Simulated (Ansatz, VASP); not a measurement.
# PW: VASP beside Ansatz

Aim: how closely do two programs agree when they are given the same cell, functional and k mesh? The cell is taken from a series of runs on this material, whose earlier steps may have relaxed, scaled, displaced or heated it; both programs get it as it stands.

Calculated with Ansatz 0.2.0; plane waves, with VASP 6.6.1 beside it; relaxation of cell and atoms at LDA.

## 1. Set-up

It takes space group Pnma (No. 62, orthorhombic). Conventional cell: a = 5.664 Å, b = 3.212 Å, c = 6.187 Å, α = 90.00°, β = 90.00°, γ = 90.00°. Nearest to P lie 6 W at 2.44 to 2.52 Å and 2 P at 2.74 Å. W has 6 P at 2.44 to 2.52 Å nearest. Farther neighbours are not listed.

As a file:

```cif
data_structure
_symmetry_space_group_name_H-M 'P 1'
_symmetry_Int_Tables_number 1
_cell_length_a 5.6642
_cell_length_b 3.2120
_cell_length_c 6.1869
_cell_angle_alpha 90.000
_cell_angle_beta 90.000
_cell_angle_gamma 90.000
_cell_volume 112.56
loop_
_atom_site_label
_atom_site_type_symbol
_atom_site_fract_x
_atom_site_fract_y
_atom_site_fract_z
_atom_site_occupancy
P1 P 0.81780 0.75000 0.56529 1
P2 P 0.18220 0.25000 0.43471 1
P3 P 0.68220 0.25000 0.06529 1
P4 P 0.31780 0.75000 0.93471 1
W5 W 0.98661 0.75000 0.18817 1
W6 W 0.01339 0.25000 0.81183 1
W7 W 0.51339 0.25000 0.68817 1
W8 W 0.48661 0.75000 0.31183 1
```

## 2. VASP: relaxation of cell and atoms, LDA, pair 1

The relaxed volume is the usual yardstick between codes: in a stiff, nearly cubic crystal its relative difference is about their pressure difference at one cell divided by the bulk modulus.

Lines of VASP's logs that name or quote its potential files are left out, and so is its time.

File INCAR:

```
SYSTEM = PW
PREC = Accurate
ENCUT = 600
EDIFF = 1E-07
NELM = 120
ISMEAR = 1
SIGMA = 0.2
LREAL = .FALSE.
ALGO = Normal
GGA = CA
NBANDS = 30
LASPH = .TRUE.
LORBIT = 11
LWAVE = .FALSE.
LCHARG = .FALSE.
ISIF = 3
IBRION = 2
NSW = 80
EDIFFG = -0.005
GGA_COMPAT = .FALSE.
NELMIN = 4
KPAR = 2
```

File POSCAR:

```
PW
1.0
    5.6642090000      0.0000000000      0.0000000000
    0.0000000000      3.2119880000      0.0000000000
    0.0000000000      0.0000000000      6.1868930000
P W
4 4
Direct
    0.8177969775      0.7500000000      0.5652864855
    0.1822028460      0.2500000000      0.4347135145
    0.6822029342      0.2500000000      0.0652864047
    0.3177970658      0.7500000000      0.9347135953
    0.9866126056      0.7500000000      0.1881653683
    0.0133873944      0.2500000000      0.8118346317
    0.5133873062      0.2500000000      0.6881652875
    0.4866126938      0.7500000000      0.3118347125
```

File KPOINTS:

```
Automatic mesh
0
Gamma
6 8 5
0 0 0
```

The projector-augmented-wave data sets are P and W (LDA family, release 64).

Command:

```sh
$ mpirun -np 2 vasp_std
```

Numbers of over 12 decimals in the logs are rounded to 6 here.

The log of the run:

```text
[banner, memory and clock lines left out]
running    2 mpi-ranks, on    1 nodes
 distrk:  each k-point on    1 cores,    2 groups
 distr:  one band on    1 cores,    1 groups

 POSCAR found type information on POSCAR P W
 POSCAR found :  2 types and       8 ions
 LDA part: xc-table for (Slater(with rela. corr.)+CA(PZ))
 , standard interpolation
 POSCAR, INCAR and KPOINTS ok, starting setup
 FFT: planning ... GRIDC
 FFT: planning ... GRID_SOFT
 FFT: planning ... GRID
 WAVECAR not read
 entering main loop
       N       E                     dE             d eps       ncg     rms          rms(c)
DAV:   1     0.180408975326E+03    0.18041E+03   -0.21565E+04  3600   0.148E+03
DAV:   2    -0.693635084179E+02   -0.24977E+03   -0.23802E+03  4296   0.299E+02
DAV:   3    -0.879027254189E+02   -0.18539E+02   -0.17806E+02  5032   0.690E+01
DAV:   4    -0.883777537097E+02   -0.47503E+00   -0.46966E+00  4808   0.108E+01
DAV:   5    -0.883872330341E+02   -0.94793E-02   -0.94557E-02  4702   0.151E+00    0.514E+01
DAV:   6    -0.853536226564E+02    0.30336E+01   -0.10445E+01  4972   0.131E+01    0.225E+01
DAV:   7    -0.848751093149E+02    0.47851E+00   -0.10109E+00  4400   0.488E+00    0.741E+00
DAV:   8    -0.848351850210E+02    0.39924E-01   -0.15809E-01  4804   0.199E+00    0.712E-01
DAV:   9    -0.848314618667E+02    0.37232E-02   -0.93266E-03  4476   0.468E-01    0.482E-01
DAV:  10    -0.848308439137E+02    0.61795E-03   -0.48891E-03  4718   0.303E-01    0.148E-01
DAV:  11    -0.848308001515E+02    0.43762E-04   -0.58552E-04  4512   0.108E-01    0.764E-02
DAV:  12    -0.848308090282E+02   -0.88766E-05   -0.82616E-05  4328   0.405E-02    0.497E-02
DAV:  13    -0.848308005806E+02    0.84476E-05   -0.31552E-05  4262   0.264E-02    0.670E-03
DAV:  14    -0.848308008202E+02   -0.23962E-06   -0.43431E-06  4732   0.929E-03    0.434E-03
DAV:  15    -0.848308007032E+02    0.11706E-06   -0.47266E-07  4192   0.321E-03    0.112E-03
DAV:  16    -0.848308007048E+02   -0.16707E-08   -0.72769E-08  2694   0.127E-03
   1 F= -.84830801E+02 E0= -.84832257E+02  d E =-.848308E+02
[...]
2 F= -.84831035E+02 E0= -.84832468E+02  d E =-.234094E-03
[...]
3 F= -.84831043E+02 E0= -.84832471E+02  d E =-.242027E-03
[...]
4 F= -.84831129E+02 E0= -.84832507E+02  d E =-.862136E-04
[...]
5 F= -.84831133E+02 E0= -.84832497E+02  d E =-.898230E-04
[...]
6 F= -.84831103E+02 E0= -.84832446E+02  d E =0.291379E-04
 trial-energy change:    0.000029  1 .order    0.000029   -0.000034    0.000093
 step:   0.2940(harm=  0.2940)  dis= 0.00013  next Energy=   -84.831137 (dE=-0.451E-05)
 bond charge predicted
       N       E                     dE             d eps       ncg     rms          rms(c)
DAV:   1    -0.848311473181E+02   -0.43899E-04   -0.10781E-03  3648   0.162E-01    0.623E-02
DAV:   2    -0.848311412278E+02    0.60902E-05   -0.37775E-05  4640   0.329E-02    0.415E-02
DAV:   3    -0.848311372438E+02    0.39841E-05   -0.10394E-05  4190   0.153E-02    0.422E-03
DAV:   4    -0.848311372414E+02    0.23310E-08   -0.42780E-07  4048   0.327E-03
   7 F= -.84831137E+02 E0= -.84832495E+02  d E =-.468623E-05
 curvature:  -0.19 expect dE=-0.117E-06 dE for cont linesearch -0.778E-10
 trial: gam= 0.00142 g(F)=  0.374E-06 g(S)=  0.228E-06 ort = 0.127E-06 (trialstep = 0.940E+00)
 search vector abs. value=  0.602E-06
 reached required accuracy - stopping structural energy minimisation
```

Parts of OUTCAR (step 2):

```text
ion  position               nearest neighbor table
   1  0.818  0.750  0.565-   8 2.44   7 2.48   7 2.48   6 2.48   6 2.48   5 2.52   2 2.74   2 2.74

  LATTYP: Found a simple orthorhombic cell.
 ALAT       =     3.2119880000
 B/A-ratio  =     1.7634589544
 C/A-ratio  =     1.9261880804

 Subroutine GETGRP returns: Found  8 space group operations
 (whereof  2 operations were pure point group operations)

The static configuration has the point symmetry S_2 .
 The point group associated with its full space group is D_2h.

 Found     60 irreducible k-points:

   k-points           NKPTS =     60   k-points in BZ     NKDIM =     60   number of bands    NBANDS=     30

   dimension x,y,z NGX =    48 NGY =   28 NGZ =   50
   dimension x,y,z NGXF=    96 NGYF=   56 NGZF=  100

   ENCUT  =  600.0 eV  44.10 Ry    6.64 a.u.  11.31  6.42 12.36*2*pi/ulx,y,z

   NELECT =      44.0000    total number of electrons

 k-points in reciprocal lattice and weights: Automatic mesh
   0.00000000  0.00000000  0.00000000       0.004
   0.16666667  0.00000000  0.00000000       0.008
   0.33333333  0.00000000  0.00000000       0.008
   0.50000000  0.00000000  0.00000000       0.004
   0.00000000  0.12500000  0.00000000       0.008
   0.16666667  0.12500000  0.00000000       0.017
   0.33333333  0.12500000  0.00000000       0.017
   0.50000000  0.12500000  0.00000000       0.008
   0.00000000  0.25000000  0.00000000       0.008
[...]
0.33333333  0.50000000  0.40000000       0.017
   0.50000000  0.50000000  0.40000000       0.008

 average (electrostatic) potential at core
       1 -80.6387       2 -80.6387       3 -80.6387       4 -80.6387       5 -36.3521
       6 -36.3521       7 -36.3521       8 -36.3521

 E-fermi :   9.7642

 k-point     1 :       0.0000    0.0000    0.0000
  band No.  band energies     occupation
    ...
     19       8.6553      2.00000
     20       8.8212      2.00000
     21       8.8379      2.00000
     22       9.0603      2.00001
     23       9.2504      2.00169
     24      10.3005     -0.00099
     25      10.7203     -0.00000
     26      10.9489     -0.00000
     27      11.1657     -0.00000
     28      11.5519     -0.00000
    ...

 k-point     2 :       0.1667    0.0000    0.0000
  band No.  band energies     occupation
    ...
     19       8.4964      2.00000
     20       8.5795      2.00000
     21       8.6439      2.00000
     22       9.4427      2.04544
     23       9.6530      1.79858
     24      10.3809     -0.00012
     25      10.5105     -0.00000
     26      10.9630     -0.00000
     27      11.2209     -0.00000
     28      11.6327     -0.00000
    ...

 k-point     3 :       0.3333    0.0000    0.0000
  band No.  band energies     occupation
    ...
     18       7.7858      2.00000
     19       8.4141      2.00000
     20       8.5261      2.00000
     21       8.7998      2.00000
     22       9.6141      1.95265
     23       9.8702      0.22773
     24      10.5298     -0.00000
     25      10.8913     -0.00000
     26      11.2466     -0.00000
     27      11.3678     -0.00000
    ...

  Total       -0.0049303      0.0026314      0.0025643      0.0000000      0.0000000      0.0000000
  in kB       -0.0702181      0.0374767      0.0365215      0.0000000      0.0000000      0.0000000
  external PRESSURE =       0.0012600 kB  Pullay stress =       0.0000000 kB

  energy-cutoff  :      600.00
  volume of cell :      112.50
      direct lattice vectors                 reciprocal lattice vectors
     5.659928493 -0.000000000  0.000000000     0.176680677  0.000000000  0.000000000
    -0.000000000  3.209853332  0.000000000     0.000000000  0.311540714  0.000000000
     0.000000000  0.000000000  6.192119504     0.000000000  0.000000000  0.161495591

 POSITION                                       TOTAL-FORCE (eV/Angst)
 -----------------------------------------------------------------------------------
      4.63145      2.40739      3.49815         0.000253     -0.000000      0.001246
      1.02848      0.80246      2.69397        -0.000253      0.000000     -0.001246
      3.85844      0.80246      0.40209        -0.000253      0.000000      0.001246
      1.80149      2.40739      5.79003         0.000253     -0.000000     -0.001246
      5.58442      2.40739      1.16406        -0.000449      0.000000     -0.000345
      0.07551      0.80246      5.02806         0.000449     -0.000000      0.000345
      2.90547      0.80246      4.26012         0.000449     -0.000000     -0.000345
      2.75445      2.40739      1.93200        -0.000449      0.000000      0.000345
 -----------------------------------------------------------------------------------
    total drift:                               -0.000109      0.000000      0.000171

  FREE ENERGIE OF THE ION-ELECTRON SYSTEM (eV)
  ---------------------------------------------------
  free  energy   TOTEN  =       -84.8311372414 eV

  energy  without entropy=      -84.8352119148  energy(sigma->0) =      -84.83249547

 reached required accuracy - stopping structural energy minimisation

 total charge
# of ion       s       p       d       tot
------------------------------------------
    1        1.007   1.517   0.000   2.523
    2        1.007   1.517   0.000   2.523
    3        1.007   1.517   0.000   2.523
    4        1.007   1.517   0.000   2.523
    5        0.584   0.713   4.431   5.727
    6        0.584   0.713   4.431   5.727
    7        0.584   0.713   4.431   5.727
    8        0.584   0.713   4.431   5.727
--------------------------------------------------
tot          6.362   8.917  17.723  33.002

[... 3 further parts left out ...]
```

The run keeps the 8 symmetry operations of its start, so it cannot find a distortion of lower symmetry.

## 3. Ansatz: relaxation of cell and atoms, LDA, pair 1

Ansatz runs on its PAW soft_1 files.

The same cell, functional (in two slightly different forms), mesh and smearing now go to Ansatz, which takes its cutoff from its data sets.

File input.yaml:

```yaml
crystal:
  lattice:
    - [5.664208684, 0.0, 0.0]
    - [0.0, 3.2119879513, 0.0]
    - [0.0, 0.0, 6.1868930363]
  atoms:
    - { symbol: P, position: [0.8177970899, 0.75, 0.5652864441] }
    - { symbol: P, position: [0.1822029101, 0.25, 0.4347135559] }
    - { symbol: P, position: [0.6822029101, 0.25, 0.0652864441] }
    - { symbol: P, position: [0.3177970899, 0.75, 0.9347135559] }
    - { symbol: W, position: [-0.0133873517, 0.75, 0.1881653383] }
    - { symbol: W, position: [0.0133873517, 0.25, 0.8118346617] }
    - { symbol: W, position: [0.5133873517, 0.25, 0.6881653383] }
    - { symbol: W, position: [0.4866126483, 0.75, 0.3118346617] }
kpoints:
  mp_grid: { grid: [6, 8, 5] }
hamiltonian:
  xc: lda
  pseudopotentials: { kind: paw, azcp: { folder: soft_1 }, xc_functional: pbe }
scf:
  occupations: { method: methfessel_paxton, width: 0.2 }
output:
  forces: true
  stress: true
  eigenvalues: true
relax:
  adjacent_minimum: "off"
  f_tol: 0.001
  max_steps: 60
  cell: { stress_tol: 0.01 }
```

Command:

```sh
$ ansatz run input.yaml --threads 8 --pin off --max-ram 20480MiB --backend cpu --events-out ev --progress --plain --runs-dir out
```

The log of the run:

```text
Engine: ansatz 0.2.0, aarch64-unknown-linux-gnu
Pseudopotentials: kind: paw
Pseudopotential: P, paw, valence charge 5, recommended cutoff 420 eV (normal), soft_1/P.paw.azcp
Pseudopotential: W, paw, valence charge 14, recommended cutoff 420 eV (normal), soft_1/W.paw.azcp
Functional definition: SPW92
  exchange = slater_x
  correlation = pw_c
Crystal: 8 atoms, lattice volume = 112.560 Å³
Basis set: ecut = 420 eV, 2209 PW (Γ)
Bands: 46, of which v1, the nominal top of the filled ones, is band 38 counted from 1 (37 counted from 0)
Symmetry: 8 space group operations
Space group: Pnma (ITA 62), of the structure as read, at distance tolerance 4.8e-5 Å
k-points: 60 of 240
Non-local potential: P, projectors of the file, l = 0: 2, l = 1: 2, l = 2: 1
Non-local potential: W, projectors of the file, l = 0: 3, l = 1: 2, l = 2: 2, l = 3: 1
PAW form: soft (Blöchl's): semilocal exchange-correlation on the pseudo side does not see the compensation charge
PAW frozen core: P, regenerated for the run's functional, and the local potential with it (the file was generated under x = pbe(κ = 0.804, μ = 0.219515), c = pbe(β = 0.066725))
PAW frozen core: W, regenerated for the run's functional, and the local potential with it (the file was generated under x = pbe(κ = 0.804, μ = 0.219515), c = pbe(β = 0.066725))
PAW one-centre angular grid: P, 110 points (default); XC on 64 Gauss nodes
PAW one-centre angular grid: W, 590 points (default); XC on 64 Gauss nodes
Initial density: superposition of atomic densities (chi_scale 0.1, normalization cell, long waves kept (reshape's long-wave potential 0.00 eV rms))
Initial wavefunctions: pseudopotential atomic-orbital guess
Functional: x = slater, c = lda
SCF iter   1: F=—  HF=-43431.435653 eV  |F-HF|=—  |Δ(HF+E_count)|=         —  Δρ=4.91e-2  dr2=2.50e0  ethr=3.10e-3  ⟨swp⟩=5.9  Hψ=11696  notcnv=0
preconditioner: auto → Kerker (q_TF=auto, 2.555 Å⁻¹)  [metal: Δε(μ)=0.013 eV  Ē_g=7.520 eV  σ=0.200 eV  W_gap=0.05  n_scr=38 (ndim 8)  ℏωp=23.2 eV  f_vac=0.000  D(μ)=3.04/eV (n_scr^D=16)]
SCF iter   2: F=—  HF=-43430.794708 eV  |F-HF|=—  |Δ(HF+E_count)|=   6.41e-1  S|Δr|=    0.00e0  Δρ=2.85e-2  dr2=8.00e-1  ethr=3.10e-3  ⟨swp⟩=2.0  Hψ=3541  notcnv=0  defer=88
SCF iter   3: F=—  HF=-43430.505182 eV  |F-HF|=—  |Δ(HF+E_count)|=   2.90e-1  S|Δr|=    0.00e0  Δρ=3.63e-3  dr2=1.99e-2  ethr=1.05e-3  ⟨swp⟩=2.1  Hψ=4198  notcnv=0  defer=88
SCF iter   4: F=—  HF=-43430.501239 eV  |F-HF|=—  |Δ(HF+E_count)|=   3.94e-3  S|Δr|=    0.00e0  Δρ=8.16e-4  dr2=9.41e-4  ethr=2.62e-5  ⟨swp⟩=2.0  Hψ=3779  notcnv=0  defer=88
SCF iter   5: F=—  HF=-43430.501087 eV  |F-HF|=—  |Δ(HF+E_count)|=   1.52e-4  S|Δr|=    0.00e0  Δρ=1.89e-4  dr2=3.90e-5  ethr=1.24e-6  ⟨swp⟩=2.3  Hψ=3885  notcnv=0  defer=88
SCF iter   6: F=—  HF=-43430.501077 eV  |F-HF|=—  |Δ(HF+E_count)|=   9.85e-6  S|Δr|=    0.00e0  Δρ=2.30e-5  dr2=4.81e-7  ethr=5.13e-8  ⟨swp⟩=2.0  Hψ=3804  notcnv=0  defer=94
SCF iter   7: F=-43430.501077 eV  HF=-43430.501077 eV  |F-HF|=1.39e-9  |Δ(HF+E_count)|=   4.08e-8  S|Δr|=    0.00e0  Δρ=3.89e-6  dr2=1.27e-8  ethr=1.32e-10  ⟨swp⟩=10.7  Hψ=11379  notcnv=0
SCF 1 converged in 7 iterations: F = -43430.501077 eV  dr2 = 1.27e-8
  greatest PAW one-centre occupation: 0.999 electrons in one spin orbital (limit 2), on the W atom at site 7 (counted from 0), in its partial waves of l = 0
relax step   1: F+E_penalty+E_count = -43430.50107675 eV  Δ(F+E_penalty+E_count) = +0.000e0 eV  max|allowed force component| = 1.441e-2 eV/Å  Δτ_max = 0.0000 Å  P = -0.017 GPa  Ω = 112.560 Å³  (7 SCF iters, dr2 threshold 1.00e-7 eV, accepted)
[...]
relax step   3: F+E_penalty+E_count = -43430.50115016 eV  Δ(F+E_penalty+E_count) = -9.875e-7 eV  max|allowed force component| = 4.039e-4 eV/Å  Δτ_max = 0.0001 Å  P = +0.002 GPa  Ω = 112.544 Å³  energy of the carried Pulay correction = +5.022e-6 eV  (4 SCF iters, dr2 threshold 2.64e-9 eV, accepted)
[...]
relax step   4: F+E_penalty+E_count = -43430.50115077 eV  Δ(F+E_penalty+E_count) = -6.093e-7 eV  max|allowed force component| = 2.740e-4 eV/Å  Δτ_max = 0.0000 Å  P = -0.000 GPa  Ω = 112.543 Å³  energy of the carried Pulay correction = +5.164e-6 eV  (3 SCF iters, dr2 threshold 3.42e-10 eV, accepted)
[...]
relax step   5: F+E_penalty+E_count = -43430.50114674 eV  Δ(F+E_penalty+E_count) = +4.031e-6 eV  max|allowed force component| = 2.813e-4 eV/Å  Δτ_max = 0.0000 Å  P = -0.000 GPa  Ω = 112.543 Å³  stress off target by 1.10e-3 GPa  SCF on the basis re-selected at this cell (its energy is not comparable with the rows above)  (4 SCF iters)
basis re-selected at this cell: Δ(F+E_penalty+E_count) = +4.031e-6 eV, ΔP = -0.000 GPa vs the last step (what re-selecting the basis moved, of the pressure what is left beyond the Pulay correction that the steps carried, after the strain that the cell walked since its last selection, with what the two solves' SCF thresholds leave and, on support functions, any second-order correction that the steps lacked; it is no m [...]
SCF converged after 4 iterations
Stability not checked: this state was not tested for a lower state beside it, because cold or Methfessel-Paxton smearing, or corrected tetrahedra, fill the levels in a way that the test cannot read (fill_not_monotonic; see scf.lower_state_search)
Free energy (F): -43430.501147 eV
Harris-Foulkes:  -43430.501147 eV  (|F-HF|=7.28e-12)
Internal energy: -43430.505501 eV  (E = F + TS)
E sigma→0 (E₀):  -43430.502235 eV
Entropy (-TS):   0.004354 eV (0.544 meV/atom)
Fermi energy:    18.423068 eV
--- Per-component energies (eV) ---
  E_band       = -358.494605
  E_kinetic    = 1996.927115
  E_local      = -3126.884076  (includes V_loc(G=0)·N_el)
  E_nonlocal   = 52.869748
  E_hartree    = 1305.214180
  E_xc         = -1365.889664
  E_vxc        = -1188.907561  (∫ρ·V_xc dr)
  E_paw        = -35415.691047  (= ΣΔE_a)
  E_vpaw       = -702.928843  (= ΣTr[D̂ρ^β])
  E_aug_tail   = 0.000605  (compensation charges beyond the density's cutoff)
  E_ewald      = -6878.654766
  E_core_change = 1.602404  (= ΣΔE_core)
  E_smearing   = 0.004354  (= −TS)
  E_closure    = -0.000000  (closes the sum)
  Σ components = -43430.501147   (vs F -43430.501147, Δ=0.00e0)
--- Forces (eV/Å), atoms counted from 1 ---
  atom   1  P      0.00027495    -0.00000000    -0.00014843
  atom   2  P     -0.00027495     0.00000000     0.00014843
  atom   3  P     -0.00027495     0.00000000    -0.00014843
  atom   4  P      0.00027495     0.00000000     0.00014843
  atom   5  W      0.00002986     0.00000000     0.00028128
  atom   6  W     -0.00002986     0.00000000    -0.00028128
  atom   7  W     -0.00002986     0.00000000     0.00028128
  atom   8  W      0.00002986     0.00000000    -0.00028128
  max |Σ_I F_I| component: 2.82e-18 eV/Å
--- Stress (GPa, compression-positive) ---
        0.000006       0.000000       0.000000
        0.000000       0.000865       0.000000
        0.000000       0.000000      -0.001100
  P = ⅓ Tr σ = -0.0001 GPa (-0.001 kbar)
--- Band table (eV; the first three rows and the last of 60) ---
  k-point 0: bands = [... 34 lower, 17.3217, 17.4657, 17.5019, 17.7182, 17.8930, 18.9625, 19.3509, 19.6092, ... 4 higher]
  k-point 1: bands = [... 34 lower, 16.6158, 17.0152, 17.4899, 17.8148, 18.2531, 18.5719, 19.0210, 19.9348, ... 4 higher]
  k-point 2: bands = [... 34 lower, 16.5470, 16.6456, 16.8049, 17.4150, 18.2251, 18.8149, 19.1316, 19.6499, ... 4 higher]
  k-point 59: bands = [... 34 lower, 16.2167, 16.2167, 18.8909, 18.8909, 18.8909, 18.8909, 20.6877, 20.6877, ... 4 higher]
--- Relaxed structure (4 steps of the walk, 4 accepted, 1 SCFs on fresh bases) ---
  F+E_penalty+E_count = -43430.50114674 eV   max|allowed force component| = 2.813e-4 eV/Å   (the final SCF, on the basis selected at the relaxed cell)
  cell:  # Å, volume = 112.5432 Å³
    - [5.661195, 0.0, 0.0]
    - [0.0, 3.211775, 0.0]
    - [0.0, 0.0, 6.189648]
  atoms:
    - { symbol: P, position: [0.817853, 0.750000, 0.565160] }
    - { symbol: P, position: [0.182147, 0.25, 0.434840] }
    - { symbol: P, position: [0.682147, 0.25, 0.065160] }
    - { symbol: P, position: [0.317853, 0.750000, 0.934840] }
    - { symbol: W, position: [-0.013303, 0.750000, 0.188097] }
    - { symbol: W, position: [0.013303, 0.25, 0.811903] }
    - { symbol: W, position: [0.513303, 0.25, 0.688097] }
    - { symbol: W, position: [0.486697, 0.750000, 0.311903] }
```

In the SCF lines HF is the Harris–Foulkes energy and dr2 the Hartree energy of the density residual, in eV; the loop may stop once dr2 is under the threshold and the program's other checks hold. Hψ counts applications of the Hamiltonian.

(Continued in part 2 of 2.)

[Lines on the potential files, build, host, timing and source positions are cut from VASP's logs without a mark.]

[Logs are printed without paths, hosts, clocks, repeated set-up lines and the standing remarks that a program may print on its own settings, such as how far it seeks lower states.]

[Hosts, paths, dates, database ids (printed as entryN), source tags and the programs' standing remarks are cut or masked in the printed files.]
